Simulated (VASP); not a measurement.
All values below come from PBE GGA, VASP's PBE PAW potentials (set 64) (plane waves; VASP).

A VASP calculation is set up with these files.

**INCAR**
```
ALGO  =  Normal
EDIFF  =  1E-6
EDIFFG  =  -0.02
ENCUT  =  500
GGA  =  PE
IBRION  =  2
ISIF  =  3
ISMEAR  =  1
LASPH  =  .True.
LCHARG  =  .False.
LMAXMIX  =  4
LREAL  =  .False.
LWAVE  =  .False.
NELM  =  100
NSW  =  40
PREC  =  Accurate
PSTRESS  =  300
SIGMA  =  0.1
SYSTEM  =  CoGa
```

KPOINTS:
```
Automatic mesh
0
Gamma
13 13 13
0 0 0
```

### POSCAR
```
CoGa
1.0
  2.7967850420   0.0000000000   0.0000000000
  0.0000000000   2.7967850420   0.0000000000
  0.0000000000   0.0000000000   2.7967850420
Ga Co
1 1
Cartesian
  1.3983925210   1.3983925210   1.3983925210
  0.0000000000   0.0000000000   0.0000000000
```

POTCAR, in this order: Ga_d Co (PBE.64 set). Program: vasp_std.

The resulting files:

OSZICAR:
```
       N       E                     dE             d eps       ncg     rms          rms(c)
DAV:   1     0.968442520663E+02    0.96844E+02   -0.10548E+04  2680   0.260E+03
DAV:   2    -0.648444704907E+01   -0.10333E+03   -0.10094E+03  2625   0.356E+02
DAV:   3    -0.112268205087E+02   -0.47424E+01   -0.47251E+01  2961   0.811E+01
DAV:   4    -0.112969815867E+02   -0.70161E-01   -0.70150E-01  3382   0.929E+00
DAV:   5    -0.112988817329E+02   -0.19001E-02   -0.19001E-02  3135   0.129E+00    0.101E+01
DAV:   6    -0.118516877144E+02   -0.55281E+00   -0.18426E+01  2871   0.596E+01    0.930E+00
DAV:   7    -0.103950846752E+02    0.14566E+01   -0.71804E+00  2639   0.445E+01    0.227E+00
DAV:   8    -0.103654358687E+02    0.29649E-01   -0.21719E-01  3119   0.573E+00    0.581E-01
DAV:   9    -0.103605247318E+02    0.49111E-02   -0.14517E-02  3564   0.206E+00    0.113E-01
DAV:  10    -0.103603053107E+02    0.21942E-03   -0.50080E-04  3422   0.333E-01    0.618E-02
DAV:  11    -0.103602960233E+02    0.92874E-05   -0.53621E-05  3529   0.131E-01    0.106E-02
DAV:  12    -0.103602952899E+02    0.73336E-06   -0.23058E-06  2529   0.269E-02
   1 F= -.62640313E+01 E0= -.62644100E+01  d E =-.626403E+01
       N       E                     dE             d eps       ncg     rms          rms(c)
DAV:   1    -0.126180302931E+02   -0.22577E+01   -0.35192E+01  2534   0.110E+02    0.130E+01
DAV:   2    -0.113555817668E+02    0.12624E+01   -0.18841E+01  2555   0.800E+01    0.790E+00
DAV:   3    -0.101839988109E+02    0.11716E+01   -0.76834E+00  2744   0.526E+01    0.388E+00
DAV:   4    -0.991838133576E+01    0.26562E+00   -0.62084E-01  3200   0.118E+01    0.106E+00
DAV:   5    -0.989079845235E+01    0.27583E-01   -0.30754E-02  3453   0.268E+00    0.297E-01
DAV:   6    -0.988981825366E+01    0.98020E-03   -0.34706E-03  3066   0.971E-01    0.584E-02
DAV:   7    -0.988980218660E+01    0.16067E-04   -0.17419E-04  3376   0.198E-01    0.196E-02
DAV:   8    -0.988980065044E+01    0.15362E-05   -0.11901E-05  3410   0.557E-02    0.283E-03
DAV:   9    -0.988980030390E+01    0.34653E-06   -0.62460E-07  1499   0.133E-02
   2 F= -.61930468E+01 E0= -.61934462E+01  d E =0.709845E-01
       N       E                     dE             d eps       ncg     rms          rms(c)
DAV:   1    -0.114142085711E+02   -0.15244E+01   -0.16357E+01  2562   0.884E+01    0.798E+00
DAV:   2    -0.110969274725E+02    0.31728E+00   -0.99904E+00  2583   0.487E+01    0.622E+00
DAV:   3    -0.103723951588E+02    0.72453E+00   -0.43432E+00  2698   0.321E+01    0.267E+00
DAV:   4    -0.102559547505E+02    0.11644E+00   -0.22572E-01  3200   0.809E+00    0.487E-01
DAV:   5    -0.102457199174E+02    0.10235E-01   -0.14854E-02  3318   0.235E+00    0.117E-01
DAV:   6    -0.102452195184E+02    0.50040E-03   -0.69484E-04  3289   0.418E-01    0.276E-02
DAV:   7    -0.102452270436E+02   -0.75252E-05   -0.15415E-05  4013   0.482E-02    0.877E-03
DAV:   8    -0.102452286193E+02   -0.15758E-05   -0.26648E-06  2387   0.258E-02    0.172E-03
DAV:   9    -0.102452285071E+02    0.11229E-06   -0.34195E-07  1281   0.786E-03
   3 F= -.62891232E+01 E0= -.62895208E+01  d E =-.250919E-01
```

**OUTCAR**
```
------------------------ aborting loop because EDIFF is reached ----------------------------------------
  FORCE on cell =-STRESS in cart. coord.  units (eV):
  Direction    XX          YY          ZZ          XY          YZ          ZX
  --------------------------------------------------------------------------------------
  Total        3.9308054      3.9308054      3.9308054      0.0000000      0.0000000     -0.0000000
  in kB      298.0814467    298.0814467    298.0814467      0.0000000      0.0000000     -0.0000000
  external PRESSURE =      -1.9185533 kB  Pullay stress =     300.0000000 kB
  volume of cell :       21.13
      direct lattice vectors                 reciprocal lattice vectors
     2.764515687 -0.000000000 -0.000000000     0.361727012 -0.000000000 -0.000000000
     0.000000000  2.764515687 -0.000000000     0.000000000  0.361727012  0.000000000
     0.000000000 -0.000000000  2.764515687     0.000000000  0.000000000  0.361727012
 POSITION                                       TOTAL-FORCE (eV/Angst)
 -----------------------------------------------------------------------------------
      1.38226      1.38226      1.38226         0.000000      0.000000      0.000000
      0.00000      0.00000      0.00000        -0.000000     -0.000000      0.000000
 -----------------------------------------------------------------------------------
    total drift:                               -0.000000      0.000000     -0.000000
  FREE ENERGIE OF THE ION-ELECTRON SYSTEM (eV)
  ---------------------------------------------------
  free  energy   TOTEN  =       -10.2452285071 eV

  energy  without entropy=      -10.2464213878  energy(sigma->0) =      -10.24562613
  enthalpy is  TOTEN    =        -6.2891231578 eV   P V=        3.9561053492

 reached required accuracy - stopping structural energy minimisation
```
(Selected blocks of OUTCAR.)

CONTCAR:
```
CoGa
   1.00000000000000
     2.7645156867294434   -0.0000000000000000   -0.0000000000000000
     0.0000000000000000    2.7645156867294434   -0.0000000000000000
     0.0000000000000000   -0.0000000000000000    2.7645156867294434
  Ga              Co
     1     1
Direct
     0.5000000000000000    0.5000000000000000    0.5000000000000000
     0.0000000000000000    0.0000000000000000    0.0000000000000000
```

Energy and stress use the plane-wave basis of the starting cell.

The compound is CoGa in the CsCl type structure. This run relaxes it under an external pressure of 30 GPa. Symmetry was kept, so distortions that lower it aren't found. The run is not spin-polarised, so no magnetic state was tried.
